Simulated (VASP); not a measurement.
Input:

```
NaH
1.0
    0.00000     2.38999     2.38999
    2.38999     0.00000     2.38999
    2.38999     2.38999     0.00000
Na H
1 1
Direct
  0.00000   0.00000   0.00000
  0.50000   0.50000   0.50000
```

Computed with r2SCAN meta-GGA, VASP's PBE PAW potentials (set 64) (plane waves; VASP). Run with 520 eV cut-off, 11×11×11 Γ-centred mesh, tetrahedra with Blöchl corrections, potentials Na_pv H.

Question: Give the energies of bands 4 to 7 at the high-symmetry points, in eV from the valence-band maximum.

Answer: 
```
band      Γ      X      U      L     W
----  -----  -----  -----  -----  ----
4     -3.64  -0.18  -0.11  -0.85  0.00
5     11.74   5.26   5.98   4.43  6.71
6     16.60  10.83   7.13  11.93  6.71
7     16.60  11.60  12.18  14.12  9.42
```

The gap is indirect, 4.43 eV, from the valence maximum at W to the conduction minimum at L.

The compound is NaH in the rock salt structure. It was relaxed first, which changed the volume by -6 %.
